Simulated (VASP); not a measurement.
VASP ran on this input.

POSCAR:
```
Sc
1.0
  0.0000000000   2.3171858597   2.3171858597
  2.3171858597   0.0000000000   2.3171858597
  2.3171858597   2.3171858597   0.0000000000
Sc
1
Cartesian
  0.0000000000   0.0000000000   0.0000000000
```

**INCAR**
```
! general
SYSTEM    =  Sc
PREC      =  Accurate
ENCUT     =  400   ! plane-wave cut-off (eV)
LREAL     =  .False.
LASPH     =  .True.

! electronic loop
EDIFF     =  1E-6   ! SCF stop (eV)
NELM      =  100   ! most electronic steps
ALGO      =  Normal   ! blocked Davidson
LMAXMIX   =  4   ! l cut-off of mixed one-centre charges
LMIXTAU   =  .True.

! smearing
ISMEAR    =  1
SIGMA     =  0.1   ! width (eV)

! functional
METAGGA   =  R2SCAN
LUSE_VDW  =  .True.
BPARAM    =  11.95
CPARAM    =  0.0093

! ions
IBRION    =  2   ! conjugate gradients
NSW       =  60   ! most ionic steps
ISIF      =  3
EDIFFG    =  -0.01   ! ionic stop

! output
LWAVE     =  .False.
LCHARG    =  .False.
```

### KPOINTS
```
K-points
0
Gamma
12 12 12
0 0 0
```

POTCAR, in this order: Sc_sv (PBE.64 set). Program: vasp_std.

Q: Write an equivalent input for Ansatz.

A: One equivalent input (not run):
Ansatz 0.2 input:
```yaml
crystal:
  lattice:
    - [0.0000000, 2.3171859, 2.3171859]
    - [2.3171859, 0.0000000, 2.3171859]
    - [2.3171859, 2.3171859, 0.0000000]
  atoms:
    - { symbol: Sc, position: [0.0000000, 0.0000000, 0.0000000] }
kpoints:
  mp_grid: { grid: [12, 12, 12] }
hamiltonian:
  xc: r2scan
  dispersion: rvv10
  pseudopotentials: { kind: paw }
scf:
  occupations: { method: methfessel_paxton, width: 0.1 }
  max_iter: 100
relax:
  max_steps: 60
  f_tol: 0.01
  cell: {}
output: { forces: true, stress: true, eigenvalues: true }
```
Limits of the translation: each code has its own PAW files, so the cut-off isn't converted (ENCUT is set for VASP's; basis.ecutwfc is left out, and Ansatz then takes the one that its files recommend); Ansatz stops its SCF on the density residual and VASP on the energy change (EDIFF).

The structure comes from a measured Sc entry (Fm-3m) of the Crystallography Open Database, whose conditions weren't checked. It was relaxed first, which changed the volume by +8 %. The start is the result of an earlier pass.
